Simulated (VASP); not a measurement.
A convergence study with VASP on BP (zinc blende): one setting is varied, all else stays as given below, so the limit is that of these other settings. ε∞ is the independent-particle value.

```yaml
crystal:
  lattice:
    - [0.00000, 2.27000, 2.27000]
    - [2.27000, 0.00000, 2.27000]
    - [2.27000, 2.27000, 0.00000]
  atoms:
    - { symbol: B, position: [0.00000, 0.00000, 0.00000] }
    - { symbol: P, position: [0.25000, 0.25000, 0.25000] }
```

Method: LDA (Ceperley-Alder, Perdew-Zunger), VASP's LDA PAW potentials (set 64) (plane waves; VASP). The tightest run used: 700 eV cut-off, 8×8×8 Γ-centred mesh, Gaussian smearing of 0.050 eV, potentials B P.

Question: The settings run are NBANDS = 5; NBANDS = 6; NBANDS = 8; NBANDS = 12; NBANDS = 20; NBANDS = 36; NBANDS = 68; NBANDS = 132. From which on does the mean ε∞ stay within 0.3  of the tightest run?

Answer: From NBANDS = 8 on: it is off by 0.22 there and by no more than 0.3 in any finer run, while NBANDS = 6 is off by 1.40.
```csv
setting,mean ε∞,bands,difference judged ()
NBANDS = 5,6.88,5,3.11
NBANDS = 6,8.59,6,1.40
NBANDS = 8,9.77,8,0.22
NBANDS = 12,9.96,12,0.03
NBANDS = 20,9.98,20,0.01
NBANDS = 36,9.99,36,0.00
NBANDS = 68,9.99,68,0.00
NBANDS = 132,9.99,132,0.00
```

Left out are rungs that failed or repeat a setting and relaxations that didn't move; long series are thinned to 24 rows.

The compound is BP in the zinc blende structure. The cell was not relaxed at this level.
